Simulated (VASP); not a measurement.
Calculation: PBE GGA with D3 dispersion (Becke-Johnson damping), VASP's PBE PAW potentials (set 64) (plane waves; VASP 6.6.1).

VASP ran on this input.

**KPOINTS**
```
Automatic mesh
0
Gamma
11 11 3
0 0 0
```

INCAR:
```
ALGO=Fast
EDIFF=1E-5
EDIFFG=-0.03
ENCUT=400
GGA=PE
IBRION=2
ISIF=2
ISMEAR=0
IVDW=12
LASPH=.TRUE.
LCHARG=.FALSE.
LMAXMIX=4
LREAL=.FALSE.
LWAVE=.FALSE.
NELM=100
NELMIN=4
NSW=20
PREC=Normal
SIGMA=0.05
SYSTEM=MoS2
```

POSCAR:
```
MoS2
1.0
  3.1484776972   0.0000000000   0.0000000000
 -1.5742388486   2.7266613961   0.0000000000
  0.0000000000   0.0000000000  12.0773872222
Mo S
2 4
Cart
  1.5742404228   0.9088862231   9.0580404166
 -0.0000015742   1.8177751730   3.0193468056
  1.5742404228   0.9088862231   4.5773297572
 -0.0000015742   1.8177751730  10.6160233683
 -0.0000015742   1.8177751730   7.5000574650
  1.5742404228   0.9088862231   1.4613638539
```

POTCAR, in this order: Mo_sv S (PBE.64 set). Program: vasp_std.

**Question.** Predict the energy per atom (σ→0), dispersion energy.

**Answer.** 
| Property | Result |
|---|---|
| energy per atom (σ→0) | -742.4 kJ/mol of atoms |
| dispersion energy | -2.629 eV |

File OSZICAR:
```
...
   1 F= -.46161648E+02 E0= -.46161648E+02  d E =-.461616E+02
       N       E                     dE             d eps       ncg     rms          rms(c)
DAV:   1    -0.435336271407E+02   -0.12022E-02   -0.23717E-01  2425   0.187E+00    0.486E-01
RMM:   2    -0.435342885033E+02   -0.66136E-03   -0.85735E-03  1982   0.435E-01    0.207E-01
RMM:   3    -0.435344308131E+02   -0.14231E-03   -0.15431E-03  1819   0.188E-01    0.105E-01
RMM:   4    -0.435344365435E+02   -0.57304E-05   -0.21396E-04  1787   0.760E-02    0.125E-02
RMM:   5    -0.435344398692E+02   -0.33257E-05   -0.73917E-05  1666   0.407E-02
   2 F= -.46163824E+02 E0= -.46163824E+02  d E =-.217597E-02
```

The compound is MoS2 in the 2H layered structure. This run relaxes the ions in a fixed cell. Symmetry was kept, so distortions that lower it aren't found.
